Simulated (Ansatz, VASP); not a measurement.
## YTaP2 in VASP and in Ansatz

```
Y Ta P
1.0
     3.70066    0.00000    0.00000
    -1.85033    3.20487    0.00000
     0.00000    0.00000    6.56713
Y Ta P
1 1 2
Cartesian
  0.0000 0.0000 0.0000
  0.0000 0.0000 3.2836
  1.8503 1.0683 4.7331
  0.0000 2.1366 1.8340
```

Change from the starting cell: species swapped into the NaVS2 type (P-3m1, No. 164).

Alike in both runs: functional PBE; k mesh 6 × 6 × 4; occupations gaussian, width 0.1 eV; no spin polarisation.

Ansatz relaxed the structure, and its values are those at the end. VASP's run is a single point on that final structure, the one shown.

```csv
,VASP,Ansatz
version,VASP 6.6.1,Ansatz 0.2.0
potentials or method,"VASP PAW PBE potentials, release 64 (Y_sv, Ta_pv, P)","scalar-relativistic, plane waves, PAW"
plane-wave cutoff (eV),520,420
valence electrons in the cell,32,34
```

```tsv
	VASP	Ansatz	Ansatz less VASP
gap on the k mesh at the Fermi level (eV)	none	none	-
pressure (GPa)	0.0	0.0	+0.06
rms of the force components (eV/Å)	0.005	0.002	-0.0029
```

A gap of «none» marks a metal or a gap that the smearing closes. The two sets of potentials don't hold the same shells in valence.

Spin-orbit coupling is left out, which matters for the levels of Ta.
